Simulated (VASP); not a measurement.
Here is the system:

```yaml
crystal:
  lattice:
    - [0.00000, 2.39785, 2.39785]
    - [2.39785, 0.00000, 2.39785]
    - [2.39785, 2.39785, 0.00000]
  atoms:
    - { symbol: Na, position: [0.00000, 0.00000, 0.00000] }
    - { symbol: H, position: [0.50000, 0.50000, 0.50000] }
```

The numbers are results of PBE GGA with D4 dispersion, VASP's PBE PAW potentials (set 64) (plane waves; VASP), not measurements. Numerical set-up: 520 eV cut-off, 9×9×9 Γ-centred mesh, Gaussian smearing of 0.050 eV, potentials Na_pv H.

**Question.** What does the run give for the energy per atom (σ→0)?

**Answer.** 
| Property | Result |
|---|---|
| energy per atom (σ→0) | -2603 meV/atom |

The compound is NaH in the rock salt structure. It was relaxed first, which changed the volume by -5 %. The start is the result of an earlier pass.
